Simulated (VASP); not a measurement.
```yaml
crystal:
  lattice:
    - [0.00000, 3.53500, 3.53500]
    - [3.53500, 0.00000, 3.53500]
    - [3.53500, 3.53500, 0.00000]
  atoms:
    - { symbol: K, position: [0.00000, 0.00000, 0.00000] }
    - { symbol: I, position: [0.50000, 0.50000, 0.50000] }
```

The base run (VASP): PBE GGA, plane waves, VASP's PBE PAW potentials (set 64). Numerical set-up: 400 eV cut-off, 6×6×6 Γ-centred mesh, Gaussian smearing of 0.050 eV, potentials K_sv I.

One setting is varied; ΔE counts from the base run. The base run took about 10 core-seconds. The timings are rough (shared machines, no repeats); factors under 2 mean little.

Pressures at a finite cut-off, here 400 eV, hold a Pulay part, which wasn't tested here.

```json
[
 {"setting": "PREC = Low", "cost over the base run": "about 1/2", "electronic steps": "13", "ΔE (meV/atom)": "0.0", "pressure (GPa)": "0.60"},
 {"setting": "PREC = Normal", "cost over the base run": "about 1/2", "electronic steps": "12", "ΔE (meV/atom)": "0.0", "pressure (GPa)": "0.60"},
 {"setting": "PREC = Single", "cost over the base run": "within a factor of 2", "electronic steps": "12", "ΔE (meV/atom)": "0.0", "pressure (GPa)": "0.60"},
 {"setting": "LASPH = .FALSE.", "cost over the base run": "within a factor of 2", "electronic steps": "13", "ΔE (meV/atom)": "0.0", "pressure (GPa)": "0.59"},
 {"setting": "base run", "cost over the base run": "reference", "electronic steps": "13", "ΔE (meV/atom)": "0.0", "pressure (GPa)": "0.59"},
 {"setting": "ADDGRID = .TRUE.", "cost over the base run": "within a factor of 2", "electronic steps": "13", "ΔE (meV/atom)": "0.0", "pressure (GPa)": "0.59"},
 {"setting": "LREAL = Auto", "cost over the base run": "within a factor of 2", "electronic steps": "13", "ΔE (meV/atom)": "-0.3", "pressure (GPa)": "0.57"}
]
```

Left out are runs that failed, have no time on record or changed the cell.

The compound is KI in the rock salt structure. The cell was not relaxed at this level.
